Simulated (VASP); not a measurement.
K2ICl (strained ordered alloy on rocksalt lattice), PBE single-point calculation: Ansatz's output and VASP's

```xyz
4
Lattice="2.4501 1.4145 7.4108 -2.4501 1.4145 7.4108 0.0000 -2.8291 7.4108" Properties=species:S:1:pos:R:3 pbc="T T T"
Cl    2.4501    1.4145    7.4108
I     0.0000    0.0000   11.1161
K     0.0000    0.0000    5.7855
K     0.0000    0.0000   16.4468
```

Ansatz printed

```
SCF 1 converged in 6 iterations: F = -11674.826054 eV  dr2 = 7.89e-9
  greatest PAW one-centre occupation: 0.999 electrons in one spin orbital (limit 2), on the I atom at site 1 (counted from 0), in its partial waves of l = 2
NSCF: frozen V_eff on 8 k-points
SCF converged after 6 iterations
Free energy (F): -11674.826054 eV
Harris-Foulkes:  -11674.826054 eV  (|F-HF|=5.39e-9)
Internal energy: -11674.826054 eV  (E = F + TS)
E sigma→0 (E₀):  -11674.826054 eV
Fermi energy:    3.910275 eV
--- Per-component energies (eV) ---
  E_band       = -660.814792
  E_kinetic    = 858.404605
  E_local      = -3758.449817  (includes V_loc(G=0)·N_el)
  E_nonlocal   = -36.404428
  E_hartree    = 1664.959575
  E_xc         = -506.373023
  E_vxc        = -581.435004  (∫ρ·V_xc dr)
  E_paw        = -7040.179613  (= ΣΔE_a)
  E_vpaw       = -472.847595  (= ΣTr[D̂ρ^β])
  E_aug_tail   = 0.000074  (compensation charges beyond the density's cutoff)
  E_ewald      = -2856.783426
  E_smearing   = -0.000000  (= −TS)
  E_closure    = -0.000000  (closes the sum)
  Σ components = -11674.826054   (vs F -11674.826054, Δ=0.00e0)
--- Forces (eV/Å), atoms counted from 1 ---
  atom   1  Cl     0.00000000    -0.00000000     0.00000000
  atom   2  I     -0.00000000     0.00000000    -0.00000000
  atom   3  K      0.00000000     0.00000000    -0.01274693
  atom   4  K     -0.00000000    -0.00000000     0.01274693
  max |Σ_I F_I| component: 3.47e-18 eV/Å
--- Stress (GPa, compression-positive) ---
       -0.149782       0.000000       0.000000
        0.000000      -0.149782      -0.000000
        0.000000      -0.000000       0.602475
  P = ⅓ Tr σ = 0.1010 GPa (1.010 kbar)
--- Band table (eV; the first three rows and the last of 32) ---
  k-point 0: bands = ["-40.7268", "-40.7268", "-40.7267", "-40.7186", "-40.7186", "-26.5521", "-26.5443", "-11.1307", "-10.0652", "-10.0322", "-10.0322", "-10.0296", "-10.0181", "-10.0181", "-8.3571", "0.2849", "0.6203", "0.6203", "1.6320", "1.9335", "1.9335", "5.8479", "7.7485", "8.6369", "8.6369", "9.5237"]
  k-point 1: bands = ["-40.7268", "-40.7268", "-40.7267", "-40.7186", "-40.7186", "-26.5511", "-26.5443", "-11.1341", "-10.1165", "-10.0511", "-10.0368", "-10.0271", "-10.0192", "-9.9555", "-8.3409", "0.3826", "0.5491", "0.6160", "1.5613", "1.6310", "1.8696", "6.3622", "8.0418", "8.5014", "9.0300", "9.2555"]
  k-point 2: bands = ["-40.7268", "-40.7268", "-40.7267", "-40.7186", "-40.7186", "-26.5489", "-26.5447", "-11.1430", "-10.1146", "-10.0844", "-10.0452", "-10.0394", "-10.0222", "-9.9240", "-8.3025", "0.3742", "0.5926", "0.6065", "1.1580", "1.4713", "1.7513", "7.3312", "7.9898", "8.4322", "9.3074", "9.3808"]
  k-point 31: bands = ["-40.7268", "-40.7268", "-40.7267", "-40.7186", "-40.7186", "-26.5511", "-26.5452", "-11.1295", "-10.1146", "-10.0315", "-10.0315", "-10.0188", "-10.0188", "-9.9802", "-8.3585", "0.5683", "0.6387", "0.6387", "1.1720", "1.8999", "1.8999", "7.0769", "7.1924", "8.2945", "9.3342", "9.3342"]
```

The two codes use different PAW datasets and cutoffs. VASP's cell holds 32 valence electrons and Ansatz's 42. Ansatz's stress includes a Pulay correction; VASP's doesn't.

**Question.** What does VASP give for the same cell and level of theory?

**Answer.** gap between bands v and c 3.91 eV; least direct gap 3.91 eV; pressure 0.1 GPa; largest force 0.01 eV/Å.

From OUTCAR

```
k-points           NKPTS =     32   k-points in BZ     NKDIM =     32   number of bands    NBANDS=     24

   NELECT =      32.0000    total number of electrons

   dimension x,y,z NGX =    60 NGY =   60 NGZ =   60
   dimension x,y,z NGXF=   120 NGYF=  120 NGZF=  120

  energy-cutoff  :      520.00
  volume of cell :      154.10
      direct lattice vectors                 reciprocal lattice vectors
     2.450067659  1.414547223  7.410754075     0.204075997  0.117823332  0.044979678
    -2.450067659  1.414547223  7.410754075    -0.204075997  0.117823332  0.044979678
     0.000000000 -2.829094445  7.410754075     0.000000000 -0.235646663  0.044979678

 k-points in reciprocal lattice and weights: KPOINTS created by Atomic Simulation Env
   0.00000000  0.00000000  0.00000000       0.005
   0.16666667 -0.00000000  0.00000000       0.028
   0.33333333  0.00000000  0.00000000       0.028
   0.50000000  0.00000000  0.00000000       0.014
   0.16666667  0.16666667  0.00000000       0.028
   0.33333333  0.16666667  0.00000000       0.056
   0.50000000  0.16666667  0.00000000       0.056
  -0.33333333  0.16666667  0.00000000       0.056
   ...

 E-fermi :  -0.1675

 k-point     1 :       0.0000    0.0000    0.0000
  band No.  band energies     occupation
      1     -29.1838      2.00000
      2     -29.1760      2.00000
      3     -13.7568      2.00000
      4     -12.6959      2.00000
      5     -12.6633      2.00000
      6     -12.6633      2.00000
      7     -12.6612      2.00000
      8     -12.6491      2.00000
      9     -12.6491      2.00000
     10     -10.9815      2.00000
     11      -2.3417      2.00000
     12      -2.0042      2.00000
     13      -2.0042      2.00000
     14      -0.9929      2.00000
     15      -0.6908      2.00000
     16      -0.6908      2.00000
     17       3.2207      0.00000
     18       5.1207      0.00000
     19       6.0117      0.00000
     20       6.0117      0.00000
     21       6.9086      0.00000
     22       6.9687      0.00000
     23       6.9739      0.00000
     24       6.9739      0.00000

 k-point     2 :       0.1667   -0.0000    0.0000
  band No.  band energies     occupation
      1     -29.1829      2.00000
      2     -29.1760      2.00000
      3     -13.7601      2.00000
      4     -12.7474      2.00000
      5     -12.6823      2.00000
      6     -12.6679      2.00000
      7     -12.6586      2.00000
      8     -12.6502      2.00000
      9     -12.5863      2.00000
     10     -10.9652      2.00000
     11      -2.2440      2.00000
     12      -2.0759      2.00000
     13      -2.0086      2.00000
     14      -1.0633      2.00000
     15      -0.9939      2.00000
     16      -0.7548      2.00000
     17       3.7354      0.00000
     18       5.4136      0.00000
     19       5.8775      0.00000
     20       6.4068      0.00000
     21       6.6313      0.00000
     22       6.9672      0.00000
     23       7.1308      0.00000
     24       7.1522      0.00000

 k-point     3 :       0.3333    0.0000    0.0000
  band No.  band energies     occupation
      1     -29.1806      2.00000
      2     -29.1764      2.00000
      3     -13.7690      2.00000
      4     -12.7457      2.00000
      5     -12.7156      2.00000
      6     -12.6763      2.00000
      7     -12.6709      2.00000
      8     -12.6533      2.00000
      9     -12.5546      2.00000
     10     -10.9265      2.00000
     11      -2.2513      2.00000
     12      -2.0341      2.00000
     13      -2.0183      2.00000
     14      -1.4676      2.00000
     15      -1.1531      2.00000
     16      -0.8732      2.00000
     17       4.7045      0.00000
     18       5.3591      0.00000
     19       5.8125      0.00000
     20       6.6775      0.00000
     21       6.7553      0.00000
     22       7.3692      0.00000
     23       7.5271      0.00000
     24       7.6264      0.00000

 k-point     4 :       0.5000    0.0000    0.0000
  band No.  band energies     occupation
      1     -29.1790      2.00000
      2     -29.1771      2.00000
      3     -13.7738      2.00000
      4     -12.7426      2.00000
      5     -12.7164      2.00000
      6     -12.6859      2.00000
      7     -12.6803      2.00000
      8     -12.6550      2.00000
      9     -12.5482      2.00000
     10     -10.9062      2.00000
     11      -2.3169      2.00000
     12      -2.0236      2.00000
     13      -1.9381      2.00000
     14      -1.6726      2.00000
     15      -1.1979      2.00000
     16      -0.9282      2.00000
     17       5.2003      0.00000
     18       5.4496      0.00000
     19       5.5648      0.00000
     20       6.6795      0.00000
     21       6.8296      0.00000
     22       7.6129      0.00000
     23       7.6847      0.00000
     24       8.2510      0.00000

 ...

  Total       -0.1246166     -0.1246166      0.5944203      0.0000000     -0.0000000      0.0000000
  in kB       -1.2956193     -1.2956193      6.1800936      0.0000000     -0.0000000      0.0000000
  external PRESSURE =       1.1962850 kB  Pullay stress =       0.0000000 kB

 POSITION                                       TOTAL-FORCE (eV/Angst)
 -----------------------------------------------------------------------------------
      0.00000      0.00000      0.00000        -0.000000     -0.000000     -0.000000
      0.00000     -0.00000     11.11613         0.000000     -0.000000      0.000000
      0.00000     -0.00000      5.78548        -0.000000      0.000000     -0.012148
      0.00000     -0.00000     16.44678        -0.000000     -0.000000      0.012148
 -----------------------------------------------------------------------------------
    total drift:                               -0.000000      0.000000     -0.000000

  FREE ENERGIE OF THE ION-ELECTRON SYSTEM (eV)
  ---------------------------------------------------
  free  energy   TOTEN  =       -12.2780832498 eV

  energy  without entropy=      -12.2780832498  energy(sigma->0) =      -12.27808325
```
